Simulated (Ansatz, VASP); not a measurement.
# BiO5: VASP beside Ansatz

```
CELL_PARAMETERS angstrom
3.72082 0.00000 0.00000
-1.86041 3.22233 0.00000
0.00000 0.00000 5.44856
ATOMIC_POSITIONS crystal
Bi 0.00000 0.00000 0.50000
O 0.66667 0.33333 0.75357
O 0.00000 0.00000 0.00000
O 0.66667 0.33333 0.24643
O 0.33333 0.66667 0.24643
O 0.33333 0.66667 0.75357
```

Change from the starting cell: species swapped into the BaSn5 type (P6/mmm, No. 191).

Alike in both runs: functional PBE; k mesh 12 × 12 × 8; occupations gaussian, width 0.1 eV; no spin polarisation.

Ansatz relaxed the structure, and its values are those at the end. VASP's run is a single point on that final structure, the one shown.

```csv
,VASP,Ansatz
version,VASP 6.6.1,Ansatz 0.2.0
potentials or method,"VASP PAW PBE potentials, release 64 (Bi_d, O)","scalar-relativistic, plane waves, PAW"
plane-wave cutoff (eV),520,420
valence electrons in the cell,45,45
```

VASP gave:

- gap on the k mesh at the Fermi level (eV): none
- pressure (GPa): -0.1
- rms of the force components (eV/Å): 0.006

Q: Estimate Ansatz's values.

A: gap on the k mesh at the Fermi level (eV): none; pressure (GPa): 0.0; rms of the force components (eV/Å): 0.000.

A gap of «none» marks a metal or a gap that the smearing closes.

Caveats: spin-orbit coupling is left out, which moves the levels of the heavy elements; an odd number of electrons without spin polarisation forces a metal; a magnetic or distorted state may lie lower.
